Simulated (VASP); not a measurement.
VASP input:

**KPOINTS**
```
Automatic mesh
0
Gamma
7 7 7
0 0 0
```

### INCAR
```
SYSTEM = KCl
PREC = Accurate
ENCUT = 400
EDIFF = 1E-8
NELM = 100
ALGO = Normal
LREAL = .FALSE.
LASPH = .TRUE.
ISMEAR = 0
SIGMA = 0.05
LWAVE = .FALSE.
LCHARG = .FALSE.
IBRION = 1
ISIF = 2
NSW = 30
EDIFFG = -0.001
```

### POSCAR
```
KCl
1
    0.0000000000     3.0414749160     3.0414749160
    3.0414749160     0.0000000000     3.0414749160
    3.0414749160     3.0414749160     0.0000000000
K Cl
1 1
Direct
  0.0000000000   0.0000000000   0.0000000000
  0.5000000000   0.5000000000   0.5000000000
```

POTCAR, in this order: K_sv Cl (LDA.64 set). Program: vasp_std.

Question: Translate this LDA calculation to Ansatz.

Answer: One equivalent input (not run):
Ansatz 0.2 input:
```yaml
crystal:
  lattice:
    - [0.0000000, 3.0414749, 3.0414749]
    - [3.0414749, 0.0000000, 3.0414749]
    - [3.0414749, 3.0414749, 0.0000000]
  atoms:
    - { symbol: K, position: [0.0000000, 0.0000000, 0.0000000] }
    - { symbol: Cl, position: [0.5000000, 0.5000000, 0.5000000] }
kpoints:
  mp_grid: { grid: [7, 7, 7] }
hamiltonian:
  xc: lda
  pseudopotentials: { kind: paw }
scf:
  occupations: { method: gaussian, width: 0.05 }
  max_iter: 100
relax:
  max_steps: 30
  f_tol: 0.001
output: { forces: true, stress: true, eigenvalues: true }
```
The two are equivalent in intent, not identical: each code has its own PAW files, so the cut-off isn't converted (ENCUT is set for VASP's; basis.ecutwfc is left out, and Ansatz then takes the one that its files recommend); Ansatz stops its SCF on the density residual and VASP on the energy change (EDIFF); Ansatz's lda is the Perdew-Wang form, while the LDA potentials of VASP carry Perdew-Zunger's.

The compound is KCl in the rock salt structure. It was relaxed first, which changed the volume by -10 %. The start is the result of an earlier pass.
